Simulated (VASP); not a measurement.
Output of a VASP run:

OSZICAR:
```
...
DAV:  11    -0.668994621809E+02    0.12852E-05   -0.25272E-06  1664   0.150E-02    0.169E-03
DAV:  12    -0.668994636924E+02   -0.15115E-05   -0.14364E-06  1328   0.111E-02    0.302E-04
DAV:  13    -0.668994637642E+02   -0.71797E-07   -0.15786E-07  1040   0.474E-03
   6 F= -.66899464E+02 E0= -.66899514E+02  d E =-.107456E-01
       N       E                     dE             d eps       ncg     rms          rms(c)
DAV:   1    -0.669052095897E+02   -0.57459E-02   -0.35531E-01  2912   0.560E+00    0.476E-01
DAV:   2    -0.669007108103E+02    0.44988E-02   -0.14296E-02  2504   0.135E+00    0.225E-01
DAV:   3    -0.668993399407E+02    0.13709E-02   -0.28535E-03  2464   0.828E-01    0.919E-02
DAV:   4    -0.668988703586E+02    0.46958E-03   -0.22392E-03  2168   0.525E-01    0.247E-02
DAV:   5    -0.668995921736E+02   -0.72181E-03   -0.68353E-04  1928   0.229E-01    0.156E-02
DAV:   6    -0.668995830529E+02    0.91207E-05   -0.73916E-05  2568   0.102E-01    0.864E-03
DAV:   7    -0.668995919396E+02   -0.88867E-05   -0.52725E-05  2168   0.594E-02    0.427E-03
DAV:   8    -0.668995927372E+02   -0.79754E-06   -0.81304E-06  1648   0.236E-02
   7 F= -.66899593E+02 E0= -.66899642E+02  d E =-.108746E-01
       N       E                     dE             d eps       ncg     rms          rms(c)
DAV:   1    -0.669694852948E+02   -0.69893E-01   -0.17124E+00  2408   0.216E+01    0.170E+00
DAV:   2    -0.669083959880E+02    0.61089E-01   -0.23124E-01  2536   0.523E+00    0.587E-01
DAV:   3    -0.668969010334E+02    0.11495E-01   -0.20941E-02  2360   0.289E+00    0.246E-01
DAV:   4    -0.668941006031E+02    0.28004E-02   -0.11895E-02  2184   0.196E+00    0.599E-02
DAV:   5    -0.668971554437E+02   -0.30548E-02   -0.25904E-03  2256   0.516E-01    0.440E-02
DAV:   6    -0.668969967188E+02    0.15872E-03   -0.39167E-04  2648   0.221E-01    0.232E-02
DAV:   7    -0.668971330025E+02   -0.13628E-03   -0.19315E-04  1968   0.134E-01    0.146E-02
DAV:   8    -0.668969621444E+02    0.17086E-03   -0.11288E-04  2168   0.101E-01    0.654E-03
DAV:   9    -0.668971327683E+02   -0.17062E-03   -0.10348E-04  1944   0.982E-02    0.145E-03
DAV:  10    -0.668971441133E+02   -0.11345E-04   -0.53831E-06  2056   0.224E-02    0.140E-03
DAV:  11    -0.668971437988E+02    0.31456E-06   -0.13687E-06  1512   0.104E-02
   8 F= -.66897144E+02 E0= -.66897190E+02  d E =0.244894E-02
       N       E                     dE             d eps       ncg     rms          rms(c)
DAV:   1    -0.669436574596E+02   -0.46513E-01   -0.10161E+00  2400   0.162E+01    0.133E+00
DAV:   2    -0.669065215125E+02    0.37136E-01   -0.14056E-01  2568   0.408E+00    0.459E-01
DAV:   3    -0.668997895153E+02    0.67320E-02   -0.12946E-02  2368   0.238E+00    0.193E-01
DAV:   4    -0.668979398573E+02    0.18497E-02   -0.71289E-03  2200   0.156E+00    0.471E-02
DAV:   5    -0.668997909165E+02   -0.18511E-02   -0.15809E-03  2136   0.408E-01    0.346E-02
DAV:   6    -0.668996953154E+02    0.95601E-04   -0.27153E-04  2536   0.186E-01    0.188E-02
DAV:   7    -0.668998000905E+02   -0.10478E-03   -0.12172E-04  2008   0.106E-01    0.119E-02
DAV:   8    -0.668996907121E+02    0.10938E-03   -0.65161E-05  2072   0.755E-02    0.522E-03
DAV:   9    -0.668997974588E+02   -0.10675E-03   -0.64804E-05  1936   0.764E-02    0.111E-03
DAV:  10    -0.668998029057E+02   -0.54469E-05   -0.27735E-06  1920   0.163E-02    0.131E-03
DAV:  11    -0.668998023486E+02    0.55707E-06   -0.98692E-07  1328   0.884E-03
   9 F= -.66899802E+02 E0= -.66899851E+02  d E =-.209611E-03
```

OUTCAR:
```
------------------------ aborting loop because EDIFF is reached ----------------------------------------
  FORCE on cell =-STRESS in cart. coord.  units (eV):
  Direction    XX          YY          ZZ          XY          YZ          ZX
  --------------------------------------------------------------------------------------
  Total        0.0124954      0.0124954     -0.0115034      0.0000000      0.0000000      0.0000000
  in kB        0.2813456      0.2813456     -0.2590093      0.0000000      0.0000000      0.0000000
  external PRESSURE =       0.1012273 kB  Pullay stress =       0.0000000 kB
  volume of cell :       71.16
      direct lattice vectors                 reciprocal lattice vectors
     3.812459654  0.000000000  0.000000000     0.262297858  0.000000000  0.000000000
     0.000000000  3.812459654  0.000000000     0.000000000  0.262297858  0.000000000
     0.000000000  0.000000000  4.895654961     0.000000000 -0.000000000  0.204262761
 POSITION                                       TOTAL-FORCE (eV/Angst)
 -----------------------------------------------------------------------------------
      1.90623      0.00000      3.74341         0.000000     -0.000000      0.010998
      0.00000      1.90623      1.15224        -0.000000     -0.000000     -0.010998
      1.90623      1.90623      0.00000        -0.000000      0.000000      0.000000
      0.00000      3.81246      0.00000        -0.000000      0.000000      0.000000
 -----------------------------------------------------------------------------------
    total drift:                                0.000000      0.000000     -0.000000
  FREE ENERGIE OF THE ION-ELECTRON SYSTEM (eV)
  ---------------------------------------------------
  free  energy   TOTEN  =       -66.8998023486 eV

  energy  without entropy=      -66.8999485039  energy(sigma->0) =      -66.89985107

 reached required accuracy - stopping structural energy minimisation
```
(Selected blocks of OUTCAR.)

**POSCAR**
```
SnO
1
    3.7906337445     0.0000000000     0.0000000000
    0.0000000000     3.7906337445     0.0000000000
    0.0000000000    -0.0000000000     4.6922624935
Sn O
2 2
Direct
  0.5000000000   1.0000000000   0.7516128518
  0.0000000000   0.5000000000   0.2483871482
  0.5000000000   0.5000000000   0.0000000000
  0.0000000000   0.0000000000   0.0000000000
```

Task: Write an INCAR and KPOINTS that could have produced this output.

Result: Several could match; the one computed here: the input of the run itself, r2SCAN meta-GGA, plane waves, VASP's PBE PAW potentials (set 64).

INCAR:
```
! general
SYSTEM  = SnO
PREC    = Accurate
ENCUT   = 520
LREAL   = .FALSE.
LASPH   = .TRUE.

! electronic loop
EDIFF   = 1E-6
NELM    = 100
ALGO    = Normal
LMAXMIX = 4
LMIXTAU = .TRUE.

! smearing
ISMEAR  = 1
SIGMA   = 0.1

! functional
METAGGA = R2SCAN

! ions
IBRION  = 2
NSW     = 60
ISIF    = 3
EDIFFG  = -0.02

! output
LWAVE   = .FALSE.
LCHARG  = .FALSE.
```

### KPOINTS
```
Automatic mesh
0
Gamma
7 7 6
0 0 0
```

POTCAR, in this order: Sn_d O (PBE.64 set). Program: vasp_std.

Energy and stress use the plane-wave basis of the starting cell.

The compound is SnO in the litharge structure. This run relaxes it. Symmetry was kept, so distortions that lower it aren't found. The start is the result of an earlier pass.
